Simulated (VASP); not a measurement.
VASP runs on HfN (space group Fm-3m) share one base input (PBE GGA, plane waves, VASP's PBE PAW potentials (set 64)) and change the settings named in each case.

### INCAR
```
ALGO = Normal
EDIFF = 1E-6
ENCUT = 400
GGA = PE
ISIF = 2
ISMEAR = 0
LASPH = .True.
LCHARG = .False.
LMAXMIX = 6
LREAL = .False.
LWAVE = .False.
NELM = 100
PREC = Accurate
SIGMA = 0.272
SYSTEM = HfN
```

File KPOINTS:
```
Automatic mesh
0
Gamma
10 10 10
0 0 0
```

POSCAR:
```
HfN
1.0
  0.0000000000   2.2600000000   2.2600000000
  2.2600000000   0.0000000000   2.2600000000
  2.2600000000   2.2600000000   0.0000000000
Hf N
1 1
Cartesian
  0.0000000000   0.0000000000   0.0000000000
  2.2600000000   2.2600000000   2.2600000000
```

POTCAR, in this order: Hf_pv N (PBE.64 set). Program: vasp_std.

```json
[
 {"change": "base run", "E(σ→0) (eV/atom)": "-10.8747", "pressure (GPa)": "-0.37", "−TS (eV)": "-0.0260"},
 {"change": "GGA = PS", "E(σ→0) (eV/atom)": "-11.4898", "pressure (GPa)": "-8.61", "−TS (eV)": "-0.0258"},
 {"change": "GGA_COMPAT = .FALSE., LNONCOLLINEAR = .TRUE., LSORBIT = .TRUE., MAGMOM = 0.0 0.0 0.0 0.0 0.0 0.0, program vasp_ncl", "E(σ→0) (eV/atom)": "-11.2001", "pressure (GPa)": "-0.23", "−TS (eV)": "-0.0255"},
 {"change": "KPOINTS 6×6×6 Γ-centred mesh", "E(σ→0) (eV/atom)": "-10.8973", "pressure (GPa)": "-0.67", "−TS (eV)": "-0.0102"},
 {"change": "LDAU = .TRUE., LDAUJ = 0 0, LDAUL = 2 -1, LDAUTYPE = 2, LDAUU = 1.0 0", "E(σ→0) (eV/atom)": "-10.5074", "pressure (GPa)": "___", "−TS (eV)": "___"}
]
```

Some entries are withheld; supply them.

- LDAU = .TRUE., LDAUJ = 0 0, LDAUL = 2 -1, LDAUTYPE = 2, LDAUU = 1.0 0, pressure (GPa): 3.48
- LDAU = .TRUE., LDAUJ = 0 0, LDAUL = 2 -1, LDAUTYPE = 2, LDAUU = 1.0 0, −TS (eV): -0.0263

Energies of different potentials or functionals have different zeros.  Unless said otherwise, spin-orbit coupling is left out, though it shifts the bands of the heavy elements here. At 400 eV the pressure can carry a Pulay error.

Left out are runs that ran out of time, are held back, or changed the cell or the kind of run, fixed moments of cells without a moment, rows past the twelfth, gaps on odd meshes, pressures of charged cells and columns that move by less than the noise.

The structure is a typed HfN crystal (Fm-3m). The cell was not relaxed at this level.
